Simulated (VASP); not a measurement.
For cubic NaH (rock salt), PBEsol GGA, VASP's PBE PAW potentials (set 64) (VASP) gives ε∞ = 3.25, a static ε₀ = 9.11 and a transverse optical mode at 542 cm⁻¹.

Estimate the longitudinal optical frequency at Γ.

By the Lyddane-Sachs-Teller relation, ω_LO = ω_TO √(ε₀/ε∞) = 542 × √(9.11/3.25) = 907 cm⁻¹.

The compound is NaH in the rock salt structure. It was relaxed first, which changed the volume by -7 %.
